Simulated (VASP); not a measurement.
Given:

```
Ru2SrAs2
1.0
   -2.08740     2.08740     5.70048
    2.08740    -2.08740     5.70048
    2.08740     2.08740    -5.70048
Sr As Ru
1 2 2
Direct
  0.00000   0.00000   0.00000
  0.64322   0.64322   0.00000
  0.35678   0.35678   0.00000
  0.25000   0.75000   0.50000
  0.75000   0.25000   0.50000
```

Method: LDA (Ceperley-Alder, Perdew-Zunger), VASP's LDA PAW potentials (set 64) (plane waves; VASP 6.6.1). Run with 300 eV cut-off, 6×6×6 Γ-centred mesh, Gaussian smearing of 0.050 eV, potentials Sr_sv As Ru_pv.

At this cut-off the stress carries a Pulay error, which pulls relaxed volumes low. Energy and stress use the plane-wave basis of the starting cell.

Q: The ions, cell shape and volume are relaxed. Give the cell that the relaxation ends in.

A: 
```
Ru2SrAs2
1.0
   -2.07254     2.07254     5.38381
    2.07254    -2.07254     5.38381
    2.07254     2.07254    -5.38381
Sr As Ru
1 2 2
Direct
  0.00000   0.00000   0.00000
  0.63824   0.63824   0.00000
  0.36176   0.36176   0.00000
  0.25000   0.75000   0.50000
  0.75000   0.25000   0.50000
```
Space group I4/mmm (139), at a tolerance of 0.03 Å.

Q: How do energy and volume change from the first to the last step?

A: The energy (σ→0) changes by -22.1 meV/atom and the volume by -6.9 %, in 16 ionic steps.

| step | E(σ→0) (eV) | max force (eV/Å) | pressure (GPa) | volume (Å³) |
|---|---|---|---|---|
| 1 | -37.4445 | 0.094 | -5.27 | 99.35 |
| 2 | -37.3600 | 1.428 | 9.28 | 90.24 |
| 3 | -37.5104 | 0.460 | -0.20 | 95.57 |
| 4 | -37.5105 | 0.471 | -0.12 | 95.50 |
| 5 | -37.5294 | 0.266 | -0.03 | 94.65 |
| 6 | -37.5409 | 0.232 | 0.21 | 92.56 |
| 7 | -37.5423 | 0.109 | 0.14 | 93.08 |
| 8 | -37.5503 | 0.103 | -0.37 | 93.05 |
| 9 | -37.5532 | 0.093 | -0.70 | 93.02 |
| 10 | -37.5505 | 0.214 | 1.30 | 91.69 |
| 11 | -37.5547 | 0.015 | 0.00 | 92.53 |
| 12 | -37.5547 | 0.016 | 0.01 | 92.52 |
| 13 | -37.5547 | 0.019 | 0.03 | 92.51 |
| 14 | -37.5547 | 0.015 | 0.03 | 92.48 |
| 15 | -37.5547 | 0.013 | 0.02 | 92.46 |
| 16 | -37.5547 | 0.005 | -0.05 | 92.50 |

The structure comes from a computed database's Ru2SrAs2 entry (I4/mmm); how it stands against other phases isn't given here. This run relaxes it. Symmetry was kept, so distortions that lower it aren't found. The k-mesh is coarse (spacing up to 0.36 per Å, 2π included), so the numbers may not be converged in it. The run is one of a series of settings (EDIFFG = -0.01, IBRION = 2, ISIF = 3, NSW = 50 against the base run), some of them coarse on purpose.
